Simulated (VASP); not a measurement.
Given:

```
CELL_PARAMETERS angstrom
     -1.62500     1.62500     2.47500
      1.62500    -1.62500     2.47500
      1.62500     1.62500    -2.47500
ATOMIC_POSITIONS crystal
  In 0.00000 0.00000 0.00000
```

Calculation: revTPSS meta-GGA, VASP's PBE PAW potentials (set 64) (plane waves; VASP). Run with 520 eV cut-off, 14×14×14 Γ-centred mesh, first-order Methfessel-Paxton smearing of 0.10 eV, potentials In_d.

Energy and stress use the plane-wave basis of the starting cell.

### Question
The ions, cell shape and volume are relaxed. Which structure does the run end with?

### Answer

```
CELL_PARAMETERS angstrom
     -1.59838     1.59838     2.45763
      1.59838    -1.59838     2.45763
      1.59838     1.59838    -2.45763
ATOMIC_POSITIONS crystal
  In 0.00000 0.00000 0.00000
```
Space group I4/mmm (139), at a tolerance of 0.03 Å.

### Question
How do energy and volume change from the first to the last step?

### Answer
The energy (σ→0) changes by -6.2 meV/atom and the volume by -3.9 %, in 6 ionic steps.

The compound is In in the bct structure. This run relaxes it. Symmetry was kept, so distortions that lower it aren't found.
